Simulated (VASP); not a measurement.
Method: PBEsol GGA, VASP's PBE PAW potentials (set 64) (plane waves; VASP 6.6.1).

A VASP calculation is set up with these files.

POSCAR:
```
AlNi
1
    2.6385300000     0.0000000000     0.0000000000
    0.0000000000     2.6385300000     0.0000000000
    0.0000000000     0.0000000000     3.4583600000
Al Ni
1 1
Direct
  0.5000000000   0.5000000000   0.5000000000
  0.0000000000   0.0000000000   0.0000000000
```

INCAR:
```
GGA  =  PS
LORBIT  =  11
ISMEAR  =  0
SYSTEM  =  AlNi
SIGMA  =  0.1   ! width (eV)
ENCUT  =  300
LASPH  =  .TRUE.
ISPIN  =  2
LCHARG  =  .FALSE.
EDIFF  =  1E-6   ! SCF stop (eV)
LREAL  =  .FALSE.   ! projection in real space or not
ISIF  =  2
LWAVE  =  .FALSE.
LMAXMIX  =  4   ! l cut-off of mixed one-centre charges
MAGMOM  =  0.0 2.0
PREC  =  Accurate
NELM  =  100
ALGO  =  Normal
```

File KPOINTS:
```
Automatic mesh
0
Gamma
11 11 8
0 0 0
```

POTCAR, in this order: Al Ni (PBE.64 set). Program: vasp_std.

Output

OSZICAR:
```
       N       E                     dE             d eps       ncg     rms          rms(c)
DAV:   1     0.254912703262E+02    0.25491E+02   -0.39650E+03  4898   0.784E+02
DAV:   2    -0.121196778900E+02   -0.37611E+02   -0.34773E+02  4755   0.158E+02
DAV:   3    -0.128881749456E+02   -0.76850E+00   -0.76391E+00  5507   0.273E+01
DAV:   4    -0.128976282702E+02   -0.94533E-02   -0.94511E-02  5132   0.291E+00
DAV:   5    -0.128978694164E+02   -0.24115E-03   -0.24114E-03  5386   0.480E-01    0.152E+01
DAV:   6    -0.164075221297E+02   -0.35097E+01   -0.75762E+01  5239   0.135E+02    0.199E+01
DAV:   7    -0.114514941571E+02    0.49560E+01   -0.20128E+01  5231   0.774E+01    0.204E+00
DAV:   8    -0.114173087385E+02    0.34185E-01   -0.84599E-01  5614   0.111E+01    0.127E+00
DAV:   9    -0.114016788940E+02    0.15630E-01   -0.93956E-02  5336   0.427E+00    0.514E-01
DAV:  10    -0.114001121085E+02    0.15668E-02   -0.39947E-03  5694   0.871E-01    0.215E-01
DAV:  11    -0.113998688261E+02    0.24328E-03   -0.71390E-04  5568   0.345E-01    0.952E-02
DAV:  12    -0.113998754166E+02   -0.65905E-05   -0.10223E-04  5734   0.107E-01    0.524E-02
DAV:  13    -0.113998748437E+02    0.57286E-06   -0.49426E-05  5369   0.963E-02    0.209E-02
DAV:  14    -0.113998790299E+02   -0.41861E-05   -0.11760E-05  3801   0.394E-02    0.178E-02
DAV:  15    -0.113998829914E+02   -0.39615E-05   -0.12191E-05  4362   0.436E-02    0.115E-02
DAV:  16    -0.113998860027E+02   -0.30113E-05   -0.87083E-06  4090   0.373E-02    0.103E-02
DAV:  17    -0.113998874417E+02   -0.14390E-05   -0.19658E-05  4357   0.580E-02    0.622E-03
DAV:  18    -0.113998891424E+02   -0.17007E-05   -0.10561E-06  2709   0.136E-02    0.290E-03
DAV:  19    -0.113998893227E+02   -0.18028E-06   -0.17918E-06  2430   0.161E-02
   1 F= -.11399889E+02 E0= -.11396004E+02  d E =-.777035E-02  mag=    -0.0000
```

File OUTCAR:
```
------------------------ aborting loop because EDIFF is reached ----------------------------------------
  FORCE on cell =-STRESS in cart. coord.  units (eV):
  Direction    XX          YY          ZZ          XY          YZ          ZX
  --------------------------------------------------------------------------------------
  Total        0.2816755      0.2816755     -1.6123750      0.0000000      0.0000000      0.0000000
  in kB       18.7441354     18.7441354   -107.2957142      0.0000000      0.0000000      0.0000000
  external PRESSURE =     -23.2691478 kB  Pullay stress =       0.0000000 kB
  volume of cell :       24.08
      direct lattice vectors                 reciprocal lattice vectors
     2.638530000  0.000000000  0.000000000     0.378998912  0.000000000  0.000000000
     0.000000000  2.638530000  0.000000000     0.000000000  0.378998912  0.000000000
     0.000000000  0.000000000  3.458360000     0.000000000  0.000000000  0.289154397
 POSITION                                       TOTAL-FORCE (eV/Angst)
 -----------------------------------------------------------------------------------
      1.31926      1.31926      1.72918         0.000000      0.000000      0.000000
      0.00000      0.00000      0.00000         0.000000      0.000000      0.000000
 -----------------------------------------------------------------------------------
    total drift:                               -0.000000      0.000000     -0.000000
  FREE ENERGIE OF THE ION-ELECTRON SYSTEM (eV)
  ---------------------------------------------------
  free  energy   TOTEN  =       -11.3998893227 eV

  energy  without entropy=      -11.3921189711  energy(sigma->0) =      -11.39600415

 total charge

# of ion       s       p       d       tot
------------------------------------------
    1        0.392   0.427   0.000   0.819
    2        0.480   0.521   8.421   9.423
--------------------------------------------------
tot          0.872   0.948   8.421  10.241

 magnetization (x)

# of ion       s       p       d       tot
------------------------------------------
    1       -0.000   0.000   0.000   0.000
    2        0.000  -0.000   0.000   0.000
--------------------------------------------------
tot          0.000   0.000   0.000   0.000
```
(Selected blocks of OUTCAR.)

At this cut-off the stress carries a Pulay error, which pulls relaxed volumes low.

The structure was generated: AlNi was put into an ordered model structure, which need not be its known phase. The cell was not relaxed at this level.
